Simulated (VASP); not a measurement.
All values below come from PBE GGA, VASP's PBE PAW potentials (set 64) (plane waves; VASP).

Input for VASP

File KPOINTS:
```
kpoints
0
gamma
6 6 6
0 0 0
```

File POSCAR:
```
Li2Se
4.3274940
  0.0000000000   0.7071066996   0.7071066996
  0.7071066996   0.0000000000   0.7071066996
  0.7071066996   0.7071066996   0.0000000000
Li Se
2 1
Direct
  0.2500000000   0.2500000000   0.2500000000
  0.7500000000   0.7500000000   0.7500000000
  0.0000000000   0.0000000000   0.0000000000
```

### INCAR
```
SYSTEM = Li2Se
PREC = Accurate
ENCUT = 520
EDIFF = 1E-4
NELM = 100
ALGO = Normal
LREAL = .FALSE.
LASPH = .TRUE.
ISMEAR = 0
SIGMA = 0.05
GGA = PE
LMAXMIX = 4
LWAVE = .FALSE.
LCHARG = .FALSE.
ISIF = 2
```

POTCAR, in this order: Li_sv Se (PBE.64 set). Program: vasp_std.

Task: Estimate the energy per atom (σ→0), pressure, band gap (on the k-mesh).

Result: 
The energy per atom (σ→0) is -3.705 eV/atom. The band gap (on the k-mesh) comes out as 3.01 eV and the pressure is -1.72 GPa.

### OSZICAR
```
...
DAV:   5    -0.113059020853E+02   -0.75875E-02   -0.75866E-02   482   0.194E+00    0.271E+00
DAV:   6    -0.111202686770E+02    0.18563E+00   -0.35032E-01   342   0.260E+00    0.167E+00
DAV:   7    -0.111071915193E+02    0.13077E-01   -0.16149E-01   424   0.192E+00    0.729E-01
DAV:   8    -0.111157269069E+02   -0.85354E-02   -0.21287E-02   398   0.102E+00    0.205E-01
DAV:   9    -0.111158250104E+02   -0.98103E-04   -0.14743E-03   442   0.224E-01    0.107E-01
DAV:  10    -0.111162313451E+02   -0.40633E-03   -0.75812E-04   354   0.163E-01    0.455E-02
DAV:  11    -0.111162313490E+02   -0.38701E-08   -0.30625E-05   240   0.389E-02
   1 F= -.11116231E+02 E0= -.11116231E+02  d E =-.878189E-14
```

The compound is Li2Se in the antifluorite structure. The cell was not relaxed at this level. The run is one of a series of settings (EDIFF = 1E-4 against the base run), some of them coarse on purpose.
